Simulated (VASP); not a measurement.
# ZnCu2SnSe4: phonons from a supercell

Wanted: whether ZnCu2SnSe4 is dynamically stable, and its vibrational spectrum. The start is a computed cell from the Materials Project.

Method: PBE, no spin polarisation; plane waves and PAW (Sn, Se, Zn, Cu), in VASP 6.6.1.

## 1. The starting structure

It takes space group I-4 (No. 82, tetragonal). The conventional cell has a = 5.771 Å, b = 5.771 Å, c = 11.480 Å, α = 90.00°, β = 90.00°, γ = 90.00°. Nearest to Sn lie 4 Se at 2.62 Å. Nearest to Se lie 2 Cu at 2.44 Å and 1 Zn at 2.49 Å and 1 Sn at 2.62 Å. Zn has 4 Se at 2.49 Å nearest. Cu has 4 Se at 2.44 Å nearest. Cu has 4 Se at 2.44 Å nearest. Farther neighbours and most contacts between anions are not listed.

As a file:

```
Sn Se Zn Cu
1.0
    -2.88564    2.88564    5.73983
     2.88564   -2.88564    5.73983
     2.88564    2.88564   -5.73983
Sn Se Zn Cu
1 4 1 2
Direct
  0.50000 0.50000 0.00000
  0.36347 0.88971 0.99322
  0.89649 0.37025 0.00678
  0.11029 0.10351 0.47375
  0.62975 0.63653 0.52625
  0.75000 0.25000 0.50000
  0.00000 0.00000 0.00000
  0.25000 0.75000 0.50000
```

## 2. Relax the host

First cell and atoms are relaxed at a raised cutoff, so that later runs start from this functional's own cell.

Input file INCAR:

```
SYSTEM = ZnCu2SnSe4
PREC = Accurate
ENCUT = 390
EDIFF = 1E-06
NELM = 120
ISMEAR = 0
SIGMA = 0.05
LREAL = .FALSE.
ALGO = Normal
GGA = PE
NBANDS = 39
LASPH = .TRUE.
LORBIT = 11
LWAVE = .FALSE.
LCHARG = .FALSE.
KPAR = 4
IBRION = 2
NSW = 40
ISIF = 3
EDIFFG = -0.02
POTIM = 0.4
```

Input file POSCAR:

```
ZnCu2SnSe4
1.0
   -2.8856370000      2.8856370000      5.7398310000
    2.8856370000     -2.8856370000      5.7398310000
    2.8856370000      2.8856370000     -5.7398310000
Sn Se Zn Cu
1 4 1 2
Direct
    0.5000000000      0.5000000000      0.0000000000
    0.3634660000      0.8897130000      0.9932200000
    0.8964930000      0.3702460000      0.0067800000
    0.1102870000      0.1035070000      0.4737530000
    0.6297540000      0.6365340000      0.5262470000
    0.7500000000      0.2500000000      0.5000000000
    0.0000000000      0.0000000000      0.0000000000
    0.2500000000      0.7500000000      0.5000000000
```

Input file KPOINTS:

```
Automatic mesh
0
Gamma
5 5 5
0 0 0
```

The projector-augmented-wave data sets are Sn, Se, Zn and Cu (PBE family, release 64).

On the command line:

```console
$ mpirun -np 4 vasp_std
```

The log of the run:

```text
[banner, memory and clock lines left out]
running    4 mpi-ranks, on    1 nodes
 distrk:  each k-point on    1 cores,    4 groups
 distr:  one band on    1 cores,    1 groups

 POSCAR found type information on POSCAR SnSeZnCu
 POSCAR found :  4 types and       8 ions
 LDA part: xc-table for (Slater+PW92), standard interpolation
 POSCAR, INCAR and KPOINTS ok, starting setup
 FFT: planning ... GRIDC
 FFT: planning ... GRID_SOFT
 FFT: planning ... GRID
 WAVECAR not read
 entering main loop
       N       E                     dE             d eps       ncg     rms          rms(c)
DAV:   1     0.458757526041E+03    0.45876E+03   -0.21639E+04  1638   0.134E+03
DAV:   2     0.273774622194E+02   -0.43138E+03   -0.41354E+03  1694   0.338E+02
DAV:   3    -0.283244018190E+02   -0.55702E+02   -0.53988E+02  2228   0.139E+02
DAV:   4    -0.313052861230E+02   -0.29809E+01   -0.29475E+01  2191   0.323E+01
DAV:   5    -0.314139156989E+02   -0.10863E+00   -0.10853E+00  2177   0.579E+00    0.122E+01
DAV:   6    -0.315929889710E+02   -0.17907E+00   -0.32625E+01  2433   0.101E+02    0.969E+00
DAV:   7    -0.295483582898E+02    0.20446E+01   -0.83160E+00  2261   0.764E+01    0.463E+00
DAV:   8    -0.297008965855E+02   -0.15254E+00   -0.36868E+00  2605   0.272E+01    0.312E+00
DAV:   9    -0.296055688061E+02    0.95328E-01   -0.11232E+00  2240   0.203E+01    0.694E-01
DAV:  10    -0.296011607376E+02    0.44081E-02   -0.80143E-02  2391   0.654E+00    0.221E-01
DAV:  11    -0.296021043810E+02   -0.94364E-03   -0.12334E-02  2543   0.253E+00    0.193E-01
DAV:  12    -0.296023136630E+02   -0.20928E-03   -0.31304E-03  2519   0.129E+00    0.568E-02
DAV:  13    -0.296024018632E+02   -0.88200E-04   -0.54540E-04  2393   0.254E-01    0.217E-02
DAV:  14    -0.296024111655E+02   -0.93024E-05   -0.83196E-05  2532   0.141E-01    0.112E-02
DAV:  15    -0.296024167017E+02   -0.55362E-05   -0.26207E-05  2401   0.824E-02    0.383E-03
DAV:  16    -0.296024170399E+02   -0.33822E-06   -0.34899E-06  1597   0.376E-02
   1 F= -.29602417E+02 E0= -.29602169E+02  d E =-.296024E+02
 curvature:   0.00 expect dE= 0.000E+00 dE for cont linesearch  0.000E+00
 trial: gam= 0.00000 g(F)=  0.128E-02 g(S)=  0.143E-03 ort = 0.000E+00 (trialstep = 0.100E+01)
 search vector abs. value=  0.142E-02
 bond charge predicted
       N       E                     dE             d eps       ncg     rms          rms(c)
DAV:   1    -0.296041876998E+02   -0.17710E-02   -0.55956E-02  2324   0.224E+00    0.248E-01
DAV:   2    -0.296041039893E+02    0.83711E-04   -0.13192E-02  2260   0.218E+00    0.146E-01
DAV:   3    -0.296036668094E+02    0.43718E-03   -0.31321E-03  2230   0.124E+00    0.691E-02
DAV:   4    -0.296036291079E+02    0.37702E-04   -0.23445E-04  2438   0.167E-01    0.337E-02
DAV:   5    -0.296036145281E+02    0.14580E-04   -0.36205E-05  2500   0.140E-01    0.134E-02
DAV:   6    -0.296036134993E+02    0.10288E-05   -0.21397E-05  2391   0.138E-01    0.743E-03
DAV:   7    -0.296036125981E+02    0.90124E-06   -0.46719E-06  1449   0.783E-02
   2 F= -.29603613E+02 E0= -.29603358E+02  d E =-.119556E-02
 trial-energy change:   -0.001196  1 .order   -0.001186   -0.001419   -0.000953
 step:   2.5524(harm=  3.0414)  dis= 0.00859  next Energy=   -29.604388 (dE=-0.197E-02)
 bond charge predicted
       N       E                     dE             d eps       ncg     rms          rms(c)
DAV:   1    -0.296058423017E+02   -0.22288E-02   -0.13450E-01  2289   0.346E+00    0.384E-01
DAV:   2    -0.296056473559E+02    0.19495E-03   -0.31524E-02  2260   0.338E+00    0.227E-01
DAV:   3    -0.296046022888E+02    0.10451E-02   -0.75572E-03  2230   0.193E+00    0.107E-01
DAV:   4    -0.296045125585E+02    0.89730E-04   -0.56044E-04  2438   0.266E-01    0.523E-02
DAV:   5    -0.296044790868E+02    0.33472E-04   -0.89598E-05  2548   0.225E-01    0.211E-02
DAV:   6    -0.296044768458E+02    0.22410E-05   -0.53041E-05  2558   0.221E-01    0.117E-02
DAV:   7    -0.296044748101E+02    0.20357E-05   -0.11884E-05  1804   0.121E-01    0.337E-03
DAV:   8    -0.296044749680E+02   -0.15786E-06   -0.12248E-06  1087   0.143E-02
   3 F= -.29604475E+02 E0= -.29604210E+02  d E =-.205793E-02
 curvature:  -1.43 expect dE=-0.404E-03 dE for cont linesearch -0.326E-04
 trial: gam= 0.07211 g(F)=  0.587E-04 g(S)=  0.223E-03 ort = 0.180E-03 (trialstep = 0.131E+01)
 search vector abs. value=  0.315E-03
 reached required accuracy - stopping structural energy minimisation
```

It took 2.5 min on 4 MPI ranks of AMD EPYC 7R43, shared host; peak memory 1.6 GiB; 9.8 min of CPU time.

The logs omit lines about the potential files and the build; timing stands in the text.

From OUTCAR (step 2):

```text
ion  position               nearest neighbor table
   1  0.500  0.500  0.000-   5 2.62   2 2.62   3 2.62   4 2.62
   2  0.363  0.890  0.993-   8 2.44   7 2.44   6 2.49   1 2.62
   3  0.896  0.370  0.007-   8 2.44   7 2.44   6 2.49   1 2.62
   4  0.110  0.104  0.474-   8 2.44   7 2.44   6 2.49   1 2.62
   5  0.630  0.637  0.526-   8 2.44   7 2.44   6 2.49   1 2.62
   6  0.750  0.250  0.500-   3 2.49   4 2.49   5 2.49   2 2.49
   7  0.000  0.000  0.000-   2 2.44   3 2.44   4 2.44   5 2.44
   8  0.250  0.750  0.500-   2 2.44   4 2.44   5 2.44   3 2.44

  LATTYP: Found a body centered tetragonal cell.
 ALAT       =     5.7712740000
 C/A-ratio  =     1.9891036191

 Subroutine GETGRP returns: Found  4 space group operations
 (whereof  4 operations were pure point group operations)

The static configuration has the point symmetry S_4 .

 Found     21 irreducible k-points:

   k-points           NKPTS =     21   k-points in BZ     NKDIM =     21   number of bands    NBANDS=     39

   dimension x,y,z NGX =    48 NGY =   48 NGZ =   48
   dimension x,y,z NGXF=    96 NGYF=   96 NGZF=   96

   ENCUT  =  390.0 eV  28.66 Ry    5.35 a.u.  11.34 11.34 11.34*2*pi/ulx,y,z

   NELECT =      62.0000    total number of electrons

 k-points in reciprocal lattice and weights: Automatic mesh
   0.00000000  0.00000000  0.00000000       0.008
   0.20000000 -0.00000000  0.00000000       0.064
   0.40000000  0.00000000 -0.00000000       0.064
   0.20000000  0.20000000  0.00000000       0.064
   0.40000000  0.20000000  0.00000000       0.064
  -0.40000000 -0.20000000 -0.40000000       0.064
  -0.40000000  0.20000000  0.00000000       0.064
   0.40000000 -0.20000000 -0.20000000       0.064
  -0.20000000  0.20000000  0.00000000       0.032
[...]
-0.40000000  0.40000000  0.40000000       0.032
  -0.40000000 -0.40000000  0.40000000       0.016

 average (electrostatic) potential at core
       1 -46.8656       2 -55.3902       3 -55.3902       4 -55.3902       5 -55.3902
       6 -36.2600       7 -67.2655       8 -67.2483

 E-fermi :   3.2075

 k-point     1 :       0.0000    0.0000    0.0000
  band No.  band energies     occupation
    ...
     28       1.7217      2.00000
     29       2.9075      2.00000
     30       3.1769      1.61321
     31       3.1769      1.61320
     32       3.2176      0.77577
     33       4.9629      0.00000
     34       5.4466      0.00000
     35       6.5807      0.00000
     36       6.5807      0.00000
     37       7.6264      0.00000
    ...

 k-point     2 :       0.2000   -0.0000    0.0000
  band No.  band energies     occupation
    ...
     27       1.6872      2.00000
     28       1.8278      2.00000
     29       2.2196      2.00000
     30       2.8572      2.00000
     31       3.0593      1.99997
     32       3.9641      0.00000
     33       5.5037      0.00000
     34       5.7387      0.00000
     35       6.2913      0.00000
     36       6.3860      0.00000
    ...

 k-point     3 :       0.4000    0.0000   -0.0000
  band No.  band energies     occupation
    ...
     27       1.7724      2.00000
     28       1.9568      2.00000
     29       2.0957      2.00000
     30       2.2864      2.00000
     31       2.7454      2.00000
     32       4.3872      0.00000
     33       5.8825      0.00000
     34       6.0307      0.00000
     35       6.7109      0.00000
     36       6.8315      0.00000
    ...

  Total       -0.1494601     -0.1494601     -0.0403319     -0.0000001     -0.0000000      0.0000000
  in kB       -1.2490454     -1.2490454     -0.3370554     -0.0000005     -0.0000000      0.0000000
  external PRESSURE =      -0.9450487 kB  Pullay stress =       0.0000000 kB

  energy-cutoff  :      390.00
  volume of cell :      191.72
      direct lattice vectors                 reciprocal lattice vectors
    -2.886721955  2.886721951  5.751588512    -0.000000000  0.173206844  0.086932506
     2.886721955 -2.886721951  5.751588512     0.173206844  0.000000000  0.086932506
     2.886721951  2.886721955 -5.751588512     0.173206844  0.173206844  0.000000000

 POSITION                                       TOTAL-FORCE (eV/Angst)
 -----------------------------------------------------------------------------------
      0.00000      0.00000      5.75159        -0.000000     -0.000000      0.000000
      4.38466      1.33942      1.49713        -0.006647     -0.018227     -0.002015
     -1.49794      1.54730      7.24871         0.006647      0.018227     -0.002015
      1.33942      1.38878     -1.49713        -0.018227      0.006647      0.002015
      1.54730      1.49794      4.25446         0.018227     -0.006647      0.002015
     -0.00000      2.88672      2.87579         0.000000     -0.000000      0.000000
      0.00000     -0.00000      0.00000        -0.000000     -0.000000      0.000000
      2.88672      0.00000      2.87579        -0.000000     -0.000000      0.000000
 -----------------------------------------------------------------------------------
    total drift:                                0.000045      0.000044      0.000040

  FREE ENERGIE OF THE ION-ELECTRON SYSTEM (eV)
  ---------------------------------------------------
  free  energy   TOTEN  =       -29.6044749680 eV

  energy  without entropy=      -29.6039455502  energy(sigma->0) =      -29.60421026

 reached required accuracy - stopping structural energy minimisation

 total charge
# of ion       s       p       d       tot
------------------------------------------
    1        1.383   1.471   0.215   3.070
    2        1.454   2.345   0.042   3.841
    3        1.454   2.345   0.042   3.841
    4        1.454   2.345   0.042   3.841
    5        1.454   2.345   0.042   3.841
    6        0.538   0.411   9.777  10.726
    7        0.362   0.317   9.258   9.937
    8        0.363   0.322   9.258   9.944
--------------------------------------------------
tot          8.461  11.903  28.676  49.039

[... 3 further parts left out ...]
```

CONTCAR:

```
ZnCu2SnSe4
   1.00000000000000
    -2.8867219548947887    2.8867219506832944    5.7515885116360552
     2.8867219548947887   -2.8867219506832944    5.7515885116360552
     2.8867219506832944    2.8867219548947887   -5.7515885116360552
  Sn              Se              Zn              Cu
     1     4     1     2
Direct
     0.5000000000000000    0.5000000000000000    0.0000000000000000
     0.3621465007634450    0.8896024358437589    0.9914510386767481
     0.8981513971670109    0.3706954620866969    0.0085489613232519
     0.1103975641562411    0.1018486028329892    0.4725440649196861
     0.6293045379133031    0.6378534992365550    0.5274559350803139
     0.7500000000000000    0.2500000000000000    0.5000000000000000
     0.0000000000000000    0.0000000000000000    0.0000000000000000
     0.2500000000000000    0.7500000000000000    0.5000000000000000
```

This run has no spin polarisation, so a moment on Cu, if there is one, isn't seen. The gap is read on the k-mesh alone, so it is an upper bound where the band edges lie off the mesh. The gap is under twice the smearing width, so the edge states are partly filled and the run can't tell a small gap from a semimetal. The data set Sn keeps the semicore shell frozen, which is cheaper and a little less accurate. The run keeps the 4 symmetry operations of its start, so it cannot find a distortion of lower symmetry.

Relaxation path:

| step | energy less that of the first step (eV) | largest force (eV/Å) | pressure (GPa) | volume (Å³) |
| --- | --- | --- | --- | --- |
| 1 | 0.0000 | 0.0909 | 0.06 | 191.18 |
| 2 | -0.0012 | 0.0626 | 0.01 | 191.39 |
| 3 | -0.0021 | 0.0195 | -0.09 | 191.72 |

| conventional cell, symmetrised | before | after | change |
| --- | --- | --- | --- |
| a (Å) | 5.771 | 5.773 | +0.0 % |
| b (Å) | 5.771 | 5.773 | +0.0 % |
| c (Å) | 11.480 | 11.503 | +0.2 % |
| volume (Å³/atom) | 23.90 | 23.96 | +0.3 % |

Final coordinates:

```xyz
8
Lattice="-2.8867 2.8867 5.7516 2.8867 -2.8867 5.7516 2.8867 2.8867 -5.7516" Properties=species:S:1:pos:R:3 pbc="T T T"
Sn    0.0000    0.0000    5.7516
Se    4.3847    1.3394    1.4971
Se   -1.4979    1.5473    7.2487
Se    1.3394    1.3888   -1.4971
Se    1.5473    1.4979    4.2545
Zn    0.0000    2.8867    2.8758
Cu    0.0000    0.0000    0.0000
Cu    2.8867    0.0000    2.8758
```

This step gave:

```yaml
electronic_cycles: 31
electrons: 62
free_energy_toten: -29.60 eV
energy_at_zero_smearing: -29.60 eV
fermi_energy: 3.208 eV
pressure: -0.09450 GPa
labelled_metallic_from_the_levels_on_this_mesh: no
gap_on_the_k_mesh: 0.04070 eV
least_direct_gap_on_the_k_mesh: 0.04070 eV
```

The run ended after 3 ionic steps, 0.002 eV below its first step, once forces and stress met EDIFFG = -0.02.

[end of part 1 of 2]

[Lines on the potential files, build, host, timing and source positions are cut from VASP's logs without a mark.]

[Logs are printed without paths, hosts, clocks, repeated set-up lines and the standing remarks that a program may print on its own settings, such as how far it seeks lower states.]

[Hosts, paths, dates, database ids (printed as entryN), source tags and the programs' standing remarks are cut or masked in the printed files.]

[Runs that stopped without an error message from VASP are left out.]
